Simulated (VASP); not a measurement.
Level of theory: r2SCAN meta-GGA with spin-orbit coupling, VASP's PBE PAW potentials (set 64) (plane waves; VASP).

The input files of a VASP run:

**POSCAR**
```
Ru
4.2630160
  0.3175038789  -0.5499328863   0.0000000000
  0.3175038789   0.5499328863   0.0000000000
  0.0000000000   0.0000000000   1.0000000148
Ru
2
direct
  0.3333330000   0.6666670000   0.2500000000
  0.6666670000   0.3333330000   0.7500000000
```

**KPOINTS**
```
Automatic mesh
0
Gamma
14 14 8
0 0 0
```

### INCAR
```
ALGO  =  Normal
EDIFF  =  1E-6
ENCUT  =  400
GGA_COMPAT  =  .False.
ISMEAR  =  0
LASPH  =  .True.
LCHARG  =  .False.
LMAXMIX  =  4
LMIXTAU  =  .True.
LREAL  =  .False.
LSORBIT  =  .True.
LWAVE  =  .False.
MAGMOM  =  6*0
METAGGA  =  R2SCAN
NELM  =  100
PREC  =  Accurate
SIGMA  =  0.05
SYSTEM  =  Ru
```

### KPOINTS_OPT
```
k-points along high-symmetry lines
5
Line-mode
Reciprocal
  0.000000   0.000000   0.000000 ! GAMMA
 -0.000000   0.500000   0.000000 ! M

 -0.000000   0.500000   0.000000 ! M
 -0.333333   0.666667   0.000000 ! K

 -0.333333   0.666667   0.000000 ! K
  0.000000   0.000000   0.000000 ! GAMMA

  0.000000   0.000000   0.000000 ! GAMMA
  0.000000   0.000000   0.500000 ! A

  0.000000   0.000000   0.500000 ! A
 -0.000000   0.500000   0.500000 ! L

 -0.000000   0.500000   0.500000 ! L
 -0.333333   0.666667   0.500000 ! H

 -0.333333   0.666667   0.500000 ! H
  0.000000   0.000000   0.500000 ! A

 -0.000000   0.500000   0.500000 ! L
 -0.000000   0.500000   0.000000 ! M

 -0.333333   0.666667   0.500000 ! H
 -0.333333   0.666667   0.000000 ! K
```

POTCAR, in this order: Ru_pv (PBE.64 set). Program: vasp_ncl.

Output

**OSZICAR**
```
       N       E                     dE             d eps       ncg     rms          rms(c)
DAV:   1     0.265838328123E+03    0.26584E+03   -0.15276E+04  8800   0.147E+03
DAV:   2    -0.521670559916E+02   -0.31801E+03   -0.30881E+03  9188   0.499E+02
DAV:   3    -0.615946766906E+02   -0.94276E+01   -0.91336E+01  9068   0.933E+01
DAV:   4    -0.617366327227E+02   -0.14196E+00   -0.14160E+00 11108   0.941E+00
DAV:   5    -0.617390712108E+02   -0.24385E-02   -0.24383E-02  9772   0.113E+00    0.229E+01
DAV:   6    -0.516860060692E+02    0.10053E+02   -0.11989E+01  8664   0.400E+01    0.234E+00
DAV:   7    -0.504772319428E+02    0.12088E+01   -0.53874E-01  8832   0.711E+00    0.117E+00
DAV:   8    -0.511136088737E+02   -0.63638E+00   -0.50461E-01  8736   0.563E+00    0.145E+00
DAV:   9    -0.510942621535E+02    0.19347E-01   -0.18418E-02  8808   0.146E+00    0.610E-01
DAV:  10    -0.511046117983E+02   -0.10350E-01   -0.48558E-03  8980   0.638E-01    0.107E-01
DAV:  11    -0.511055968615E+02   -0.98506E-03   -0.50622E-03  8748   0.620E-01    0.110E-01
DAV:  12    -0.511091052959E+02   -0.35084E-02   -0.11368E-03  8884   0.296E-01    0.270E-02
DAV:  13    -0.511090602825E+02    0.45013E-04   -0.91795E-05  9492   0.873E-02    0.141E-02
DAV:  14    -0.511090295154E+02    0.30767E-04   -0.84172E-05  8884   0.706E-02    0.118E-02
DAV:  15    -0.511090891318E+02   -0.59616E-04   -0.36410E-05  8876   0.484E-02    0.226E-03
DAV:  16    -0.511090912502E+02   -0.21184E-05   -0.81899E-07  5912   0.846E-03    0.575E-04
DAV:  17    -0.511090906244E+02    0.62579E-06   -0.16653E-07  4700   0.297E-03
   1 F= -.51109091E+02 E0= -.51107771E+02  d E =-.263876E-02  mag=     0.0000     0.0000     0.0000
       N       E                     dE             ncg
```

OUTCAR:
```
------------------------ aborting loop because EDIFF is reached ----------------------------------------
  FORCE on cell =-STRESS in cart. coord.  units (eV):
  Direction    XX          YY          ZZ          XY          YZ          ZX
  --------------------------------------------------------------------------------------
  Total        0.0354361      0.0354361      0.0258640      0.0000000     -0.0000000      0.0000000
  in kB        2.0985403      2.0985406      1.5316738      0.0000000     -0.0000000      0.0000000
  external PRESSURE =       1.9095849 kB  Pullay stress =       0.0000000 kB
  volume of cell :       27.05
      direct lattice vectors                 reciprocal lattice vectors
     1.353524116 -2.344372693  0.000000000     0.369406052 -0.213276669  0.000000000
     1.353524116  2.344372693  0.000000000     0.369406052  0.213276669  0.000000000
     0.000000000  0.000000000  4.263016063     0.000000000  0.000000000  0.234575705
 POSITION                                       TOTAL-FORCE (eV/Angst)
 -----------------------------------------------------------------------------------
      1.35352      0.78146      1.06575         0.000000      0.000000      0.000000
      1.35352     -0.78146      3.19726        -0.000000     -0.000000     -0.000000
 -----------------------------------------------------------------------------------
    total drift:                                0.000013     -0.000000     -0.000000
  FREE ENERGIE OF THE ION-ELECTRON SYSTEM (eV)
  ---------------------------------------------------
  free  energy   TOTEN  =       -51.1090906244 eV

  energy  without entropy=      -51.1064518621  energy(sigma->0) =      -51.10777124

 Ion:    1  E_soc:     -0.2566389

 Ion:    2  E_soc:     -0.2566389
```
(Selected blocks of OUTCAR.)

File OUTCAR:
```
 val. band max:       12.7788973504   @ k =   0.1429   0.1429   0.2500

 cond. band min:      12.7919053879   @ k =   0.2857   0.1429   0.1250


 Fermi energy:        12.7896878464

 k-point     1 :       0.0000    0.0000    0.0000
  band No.  band energies     occupation
      1     -33.8986      1.00000
      2     -33.8986      1.00000
      3     -33.3550      1.00000
      4     -33.3550      1.00000
      5     -30.8603      1.00000
      6     -30.8603      1.00000
      7     -30.1969      1.00000
      8     -30.1969      1.00000
      9     -29.9944      1.00000
     10     -29.9944      1.00000
     11     -29.9603      1.00000
     12     -29.9603      1.00000
     13       4.4170      1.00000
     14       4.4170      1.00000
     15       6.2683      1.00000
     16       6.2683      1.00000
     17       9.9441      1.00000
     18       9.9441      1.00000
     19      10.2055      1.00000
     20      10.2055      1.00000
     21      10.2767      1.00000
     22      10.2767      1.00000
     23      10.6315      1.00000
     24      10.6315      1.00000
     25      10.9328      1.00000
     26      10.9328      1.00000
     27      11.2440      1.00000
     28      11.2440      1.00000
     29      11.3866      1.00000
     30      11.3866      1.00000
     31      13.9435      0.00000
     32      13.9435      0.00000
     33      14.1222      0.00000
     34      14.1222      0.00000
     35      14.2121      0.00000
     36      14.2121      0.00000

 k-point     2 :       0.0714    0.0000    0.0000
  band No.  band energies     occupation
      1     -33.9002      1.00000
      2     -33.9002      1.00000
      3     -33.3732      1.00000
      4     -33.3732      1.00000
      5     -30.8611      1.00000
      6     -30.8611      1.00000
      7     -30.2221      1.00000
      8     -30.2221      1.00000
      9     -30.0260      1.00000
     10     -30.0260      1.00000
     11     -29.9725      1.00000
     12     -29.9725      1.00000
...
```

The compound is Ru in the hcp structure. It was relaxed first.
